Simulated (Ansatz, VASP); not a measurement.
# BeCuTeCl in two plane-wave programs

One calculation is typed for both programs; each brings its own data sets. How far apart do they land? The cell is generated by rule, not measured, and may not be a known phase. The cell is taken from a series of runs on this material, whose earlier steps may have relaxed, scaled, displaced or heated it; both programs get it as it stands.

Main program and level: Ansatz 0.2.0; plane waves, with VASP 6.6.1 beside it; relaxation of cell and atoms at LDA.

## Step 1: The structure

Symmetry: Pm, No. 6, monoclinic system. Conventional cell: a = 4.063 Å, b = 3.875 Å, c = 10.318 Å, α = 90.00°, β = 91.82°, γ = 90.00°. Nearest to Be lie 1 Cl at 1.94 Å and 2 Te at 2.32 Å. Nearest to Be lie 4 Te at 2.34 to 2.49 Å. Nearest to Cl lie 4 Cu at 2.23 to 2.37 Å. Nearest to Cl lie 1 Be at 1.94 Å and 2 Cu at 2.35 Å. Nearest to Cu lie 2 Cl at 2.37 Å and 2 Te at 2.45 Å. Cu has 4 Cl at 2.23 to 2.35 Å nearest. Farther neighbours and most contacts between anions are not listed.

Structure file:

```
Be Cl Cu Te
1.0
     4.06283    0.00000    0.00000
     0.00000    3.87549    0.00000
    -0.32753    0.00000   10.31285
Be Cl Cu Te
2 2 2 2
Cartesian
  3.2167 0.0000 10.2730
  1.9391 1.9377 2.6063
  -0.1067 1.9377 6.6550
  1.8418 0.0000 8.9048
  -0.1109 0.0000 5.2913
  1.9289 1.9377 7.5853
  3.9771 1.9377 1.1673
  1.9209 0.0000 3.9248
```

## Step 2: VASP: relaxation of cell and atoms, LDA, pair 1

The relaxed volume is the usual yardstick between codes: in a stiff, nearly cubic crystal its relative difference is about their pressure difference at one cell divided by the bulk modulus.

Lines of VASP's logs that name or quote its potential files are left out, and so is its time.

Input file INCAR:

```
SYSTEM = BeCuTeCl
PREC = Accurate
ENCUT = 600
EDIFF = 1E-07
NELM = 120
ISMEAR = 0
SIGMA = 0.01
LREAL = .FALSE.
ALGO = Normal
GGA = CA
NBANDS = 34
LASPH = .TRUE.
LORBIT = 11
LWAVE = .FALSE.
LCHARG = .FALSE.
ISIF = 3
IBRION = 2
NSW = 80
EDIFFG = -0.005
GGA_COMPAT = .FALSE.
NELMIN = 4
EFERMI = MIDGAP
KPAR = 2
```

Input file POSCAR:

```
BeCuTeCl
1.0
    4.0628350000      0.0000000000      0.0000000000
    0.0000000000      3.8754910000      0.0000000000
   -0.3275280000      0.0000000000     10.3128490000
Be Cl Cu Te
2 2 2 2
Direct
    0.8720329480      0.0000000000      0.9961346278
    0.4976611076      0.5000001290      0.2527263805
    0.0257625906      0.5000001290      0.6453132398
    0.5229487887      0.0000000000      0.8634640146
    0.0140553550      0.0000000000      0.5130815937
    0.5340641760      0.5000001290      0.7355207082
    0.9880240580      0.5000001290      0.1131894785
    0.5034721648      0.0000000000      0.3805700054
```

Input file KPOINTS:

```
Automatic mesh
0
Gamma
6 6 4
0 0 0
```

PAW data sets: Be, Cl, Cu and Te (LDA family, release 64).

The run is started by

```console
$ mpirun -np 2 vasp_std
```

Numbers of over 12 decimals in the logs are rounded to 6 here.

Log:

```text
[banner, memory and clock lines left out]
running    2 mpi-ranks, on    1 nodes
 distrk:  each k-point on    1 cores,    2 groups
 distr:  one band on    1 cores,    1 groups

 POSCAR found type information on POSCAR BeClCuTe
 POSCAR found :  4 types and       8 ions
 LDA part: xc-table for (Slater(with rela. corr.)+CA(PZ))
 , standard interpolation
 POSCAR, INCAR and KPOINTS ok, starting setup
 FFT: planning ... GRIDC
 FFT: planning ... GRID_SOFT
 FFT: planning ... GRID
 WAVECAR not read
 entering main loop
       N       E                     dE             d eps       ncg     rms          rms(c)
DAV:   1     0.456440063262E+03    0.45644E+03   -0.22771E+04  3808   0.174E+03
DAV:   2     0.382230631904E+02   -0.41822E+03   -0.40152E+03  3840   0.370E+02
DAV:   3    -0.292914726644E+02   -0.67515E+02   -0.65650E+02  5574   0.161E+02
DAV:   4    -0.338999715121E+02   -0.46085E+01   -0.45829E+01  5670   0.412E+01
DAV:   5    -0.340401347451E+02   -0.14016E+00   -0.14000E+00  5600   0.686E+00    0.119E+01
DAV:   6    -0.333445572782E+02    0.69558E+00   -0.15461E+01  5912   0.710E+01    0.777E+00
DAV:   7    -0.326602673726E+02    0.68429E+00   -0.50472E+00  5512   0.625E+01    0.474E+00
DAV:   8    -0.326788042457E+02   -0.18537E-01   -0.10353E+00  6264   0.936E+00    0.202E+00
DAV:   9    -0.326150647030E+02    0.63740E-01   -0.34491E-01  5856   0.122E+01    0.845E-01
DAV:  10    -0.326160524620E+02   -0.98776E-03   -0.38668E-02  6240   0.293E+00    0.532E-01
DAV:  11    -0.326152468350E+02    0.80563E-03   -0.10328E-02  5902   0.310E+00    0.299E-01
DAV:  12    -0.326147150211E+02    0.53181E-03   -0.33531E-03  6232   0.193E+00    0.102E-01
DAV:  13    -0.326147323641E+02   -0.17343E-04   -0.75145E-04  6272   0.547E-01    0.757E-02
DAV:  14    -0.326147045600E+02    0.27804E-04   -0.23644E-04  6320   0.387E-01    0.361E-02
DAV:  15    -0.326147039301E+02    0.62989E-06   -0.58518E-05  5968   0.235E-01    0.139E-02
DAV:  16    -0.326147032441E+02    0.68600E-06   -0.99114E-06  6198   0.688E-02    0.744E-03
DAV:  17    -0.326147030691E+02    0.17499E-06   -0.19708E-06  5672   0.346E-02    0.348E-03
DAV:  18    -0.326147030785E+02   -0.94133E-08   -0.16967E-07  3064   0.711E-03
   1 F= -.32614703E+02 E0= -.32614703E+02  d E =-.326147E+02
[... from here on, the cycles between the ionic steps are left out ...]
   2 F= -.32615309E+02 E0= -.32615309E+02  d E =-.605655E-03
   3 F= -.32615330E+02 E0= -.32615330E+02  d E =-.626514E-03
   4 F= -.32615329E+02 E0= -.32615329E+02  d E =-.625800E-03
   5 F= -.32615375E+02 E0= -.32615375E+02  d E =-.463264E-04
   6 F= -.32615387E+02 E0= -.32615387E+02  d E =-.583585E-04
   7 F= -.32615419E+02 E0= -.32615419E+02  d E =-.321550E-04
   8 F= -.32615424E+02 E0= -.32615424E+02  d E =-.366620E-04
   9 F= -.32615424E+02 E0= -.32615424E+02  d E =-.367914E-04
  10 F= -.32615440E+02 E0= -.32615440E+02  d E =-.155797E-04
  11 F= -.32615448E+02 E0= -.32615448E+02  d E =-.237282E-04
  12 F= -.32615448E+02 E0= -.32615448E+02  d E =-.239453E-04
 curvature:  -2.86 expect dE=-0.273E-04 dE for cont linesearch -0.329E-11
 trial: gam= 0.52289 g(F)=  0.351E-05 g(S)=  0.605E-05 ort = 0.585E-08 (trialstep = 0.161E+01)
 search vector abs. value=  0.177E-04
 bond charge predicted
       N       E                     dE             d eps       ncg     rms          rms(c)
DAV:   1    -0.326155770980E+02   -0.12911E-03   -0.44776E-03  5782   0.791E-01    0.914E-02
DAV:   2    -0.326154934625E+02    0.83635E-04   -0.13918E-03  5040   0.828E-01    0.373E-02
DAV:   3    -0.326154538675E+02    0.39595E-04   -0.28704E-04  4812   0.423E-01    0.166E-02
DAV:   4    -0.326154507550E+02    0.31126E-05   -0.28126E-05  6192   0.676E-02    0.110E-02
DAV:   5    -0.326154498322E+02    0.92273E-06   -0.32795E-06  6160   0.493E-02    0.650E-03
DAV:   6    -0.326154495044E+02    0.32780E-06   -0.18994E-06  6160   0.363E-02    0.208E-03
DAV:   7    -0.326154494096E+02    0.94782E-07   -0.55830E-07  4382   0.213E-02
  13 F= -.32615449E+02 E0= -.32615449E+02  d E =-.143599E-05
 trial-energy change:   -0.000001  1 .order   -0.000004   -0.000015    0.000007
 step:   0.8165(harm=  1.0946)  dis= 0.00020  next Energy=   -32.615452 (dE=-0.357E-05)
 reached required accuracy - stopping structural energy minimisation
```

OUTCAR, selected parts (step 2):

```text
ion  position               nearest neighbor table
   1  0.872  0.000  0.996-   4 1.94   7 2.32   7 2.32
   2  0.498  0.500  0.253-   8 2.34   8 2.34   7 2.48   7 2.49
   3  0.026  0.500  0.645-   6 2.23   6 2.24   5 2.37   5 2.37
   4  0.523  0.000  0.863-   1 1.94   6 2.35   6 2.35
   5  0.014  0.000  0.513-   3 2.37   3 2.37   8 2.45   8 2.45
   6  0.534  0.500  0.736-   3 2.23   3 2.24   4 2.35   4 2.35
   7  0.988  0.500  0.113-   1 2.32   1 2.32   2 2.48   2 2.49
   8  0.503  0.000  0.381-   2 2.34   2 2.34   5 2.45   5 2.45

  LATTYP: Found a simple monoclinic cell.
 ALAT       =     4.0628350000
 B/A-ratio  =     0.9538883563
 C/A-ratio  =     2.5396179528
 COS(beta)  =    -0.0317432113

 Subroutine GETGRP returns: Found  2 space group operations
 (whereof  2 operations were pure point group operations)

The static configuration has the point symmetry C_1h.

 Found     56 irreducible k-points:

   k-points           NKPTS =     56   k-points in BZ     NKDIM =     56   number of bands    NBANDS=     34

   dimension x,y,z NGX =    32 NGY =   32 NGZ =   84
   dimension x,y,z NGXF=    64 NGYF=   64 NGZF=  168

   ENCUT  =  600.0 eV  44.10 Ry    6.64 a.u.   8.11  7.74 20.61*2*pi/ulx,y,z

   NELECT =      52.0000    total number of electrons

 k-points in reciprocal lattice and weights: Automatic mesh
   0.00000000  0.00000000  0.00000000       0.007
   0.16666667  0.00000000  0.00000000       0.014
   0.33333333  0.00000000  0.00000000       0.014
   0.50000000  0.00000000  0.00000000       0.007
   0.00000000  0.16666667  0.00000000       0.014
   0.16666667  0.16666667  0.00000000       0.028
   0.33333333  0.16666667  0.00000000       0.028
   0.50000000  0.16666667  0.00000000       0.014
   0.00000000  0.33333333  0.00000000       0.014
[...]
0.33333333  0.50000000  0.50000000       0.014
   0.50000000  0.50000000  0.50000000       0.007

 average (electrostatic) potential at core
       1 -33.5134       2 -32.3780       3 -96.0261       4 -96.6080       5 -65.8487
       6 -66.3633       7 -90.3663       8 -89.3656

 E-fermi :   5.8836

 k-point     1 :       0.0000    0.0000    0.0000
  band No.  band energies     occupation
    ...
     22       3.6413      2.00000
     23       3.6857      2.00000
     24       4.6034      2.00000
     25       4.6386      2.00000
     26       5.3142      2.00000
     27       6.2850      0.00000
     28       6.4741      0.00000
     29       7.1442      0.00000
     30       7.6836      0.00000
     31       8.4355      0.00000
    ...

 k-point     2 :       0.1667    0.0000    0.0000
  band No.  band energies     occupation
    ...
     22       3.6231      2.00000
     23       3.6338      2.00000
     24       4.3885      2.00000
     25       4.5665      2.00000
     26       4.7508      2.00000
     27       6.8291      0.00000
     28       7.2058      0.00000
     29       7.5187      0.00000
     30       8.2354      0.00000
     31       8.6112      0.00000
    ...

 k-point     3 :       0.3333    0.0000    0.0000
  band No.  band energies     occupation
    ...
     22       3.5631      2.00000
     23       3.9291      2.00000
     24       4.0344      2.00000
     25       4.3871      2.00000
     26       4.4364      2.00000
     27       7.3625      0.00000
     28       7.5613      0.00000
     29       8.0163      0.00000
     30       8.4221      0.00000
     31       8.8853      0.00000
    ...

  Total        0.0148760      0.0090978      0.0166389      0.0000000      0.0000000      0.0090295
  in kB        0.1461343      0.0893725      0.1634526      0.0000000      0.0000000      0.0887012
  external PRESSURE =       0.1329865 kB  Pullay stress =       0.0000000 kB

  energy-cutoff  :      600.00
  volume of cell :      163.10
      direct lattice vectors                 reciprocal lattice vectors
     4.073309320  0.000000000 -0.000828061     0.245502229  0.000000000  0.007868552
     0.000000000  3.883248201  0.000000000     0.000000000  0.257516375  0.000000000
    -0.330478465  0.000000000 10.311071384     0.000019716  0.000000000  0.096983764

 POSITION                                       TOTAL-FORCE (eV/Angst)
 -----------------------------------------------------------------------------------
      3.21863      0.00000     10.27153        -0.000266      0.000000      0.004542
      1.94293      1.94162      2.60455         0.001586      0.000000      0.001091
     -0.10780      1.94162      6.65800         0.000487      0.000000     -0.004432
      1.84724      0.00000      8.90416        -0.002559      0.000000     -0.002455
     -0.11175      0.00000      5.28618         0.002055      0.000000      0.002894
      1.93316      1.94162      7.58121         0.001573      0.000000     -0.001502
      3.98736      1.94162      1.16654        -0.001424      0.000000     -0.001198
      1.92532      0.00000      3.92439        -0.001452      0.000000      0.001060
 -----------------------------------------------------------------------------------
    total drift:                                0.000922     -0.000713      0.000135

  FREE ENERGIE OF THE ION-ELECTRON SYSTEM (eV)
  ---------------------------------------------------
  free  energy   TOTEN  =       -32.6154494096 eV

  energy  without entropy=      -32.6154494096  energy(sigma->0) =      -32.61544941

 reached required accuracy - stopping structural energy minimisation

 total charge
# of ion       s       p       d       tot
------------------------------------------
    1        0.403   0.587   0.000   0.990
    2        0.381   0.584   0.000   0.965
    3        1.583   3.488   0.000   5.071
    4        1.591   3.521   0.000   5.112
    5        0.384   0.335   9.320  10.039
    6        0.315   0.297   9.375   9.987
    7        1.340   2.166   0.037   3.543
    8        1.332   2.162   0.057   3.551
--------------------------------------------------
tot          7.328  13.140  18.790  39.257

[... 3 further parts left out ...]
```

CONTCAR:

```
BeCuTeCl
   1.00000000000000
     4.0733093204507931    0.0000000000000000   -0.0008280614821775
     0.0000000000000000    3.8832482008638420    0.0000000000000000
    -0.3304784649958576    0.0000000000000000   10.3110713840984243
  Be              Cl              Cu              Te
     2     2     2     2
Direct
     0.8710024537526750    0.0000000000000000    0.9962348010157891
     0.4974880688043850    0.5000001290000000    0.2526370427909850
     0.0259237917346993    0.5000001290000000    0.6457153313160201
     0.5235640405576772    0.0000000000000000    0.8635954618281725
     0.0141595894639184    0.0000000000000000    0.5126711627979120
     0.5342485007437779    0.5000001290000000    0.7352925252340777
     0.9880847591985609    0.5000001290000000    0.1132138939759746
     0.5035499844443154    0.0000000000000000    0.3806398295410613
```

This run has no spin polarisation, so a moment on Cu, if there is one, isn't seen. The run keeps the 2 symmetry operations of its start, so it cannot find a distortion of lower symmetry.

(Continued in part 2 of 2.)

[Lines on the potential files, build, host, timing and source positions are cut from VASP's logs without a mark.]

[Logs are printed without paths, hosts, clocks, repeated set-up lines and the standing remarks that a program may print on its own settings, such as how far it seeks lower states.]

[Hosts, paths, dates, database ids (printed as entryN), source tags and the programs' standing remarks are cut or masked in the printed files.]
